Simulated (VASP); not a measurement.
Zr (hcp) is relaxed at rising pressure, each step from the one before. Symmetry mostly holds the structure type, and other phases were not tried. The mesh follows the cell, and a change of mesh leaves a small step in the series.

Data:

Space group P6₃/mmc (No. 194); a = 3.144 Å, b = 3.144 Å, c = 5.094 Å, α = 90.00°, β = 90.00°, γ = 120.00°

```
atom  site  symmetry       x       y       z
----  ----  --------  ------  ------  ------
Zr      2c      -6m2  0.3333  0.6667  0.2500
```

Method: LDA (Ceperley-Alder, Perdew-Zunger), VASP's LDA PAW potentials (set 64) (plane waves; VASP 6.6.1). Run with 500 eV cut-off, 13×13×7 Γ-centred mesh, first-order Methfessel-Paxton smearing of 0.10 eV, potentials Zr_sv.

| P (GPa) | V (Å³/atom) | H − H(0) (eV/atom) | space group | gap on the mesh (eV) | k-mesh |
|---|---|---|---|---|---|
| 0 | 21.81 | 0.000 | P6_3/mmc | 0.00 | 13×13×7 |
| 5 | 20.85 | 0.664 | P6_3/mmc | 0.00 | 14×14×7 |
| 10 | 20.01 | 1.302 | P6_3/mmc | 0.00 | 14×14×7 |
| 20 | 18.64 | 2.505 | P6_3/mmc | 0.00 | 14×14×8 |
| 30 | 17.56 | 3.635 | P6_3/mmc | 0.00 | 15×15×8 |
| 45 | 16.34 | 5.219 | P6_3/mmc | 0.00 | 15×15×8 |

Pressures at which the relaxation failed are left out.

The compound is Zr in the hcp structure.
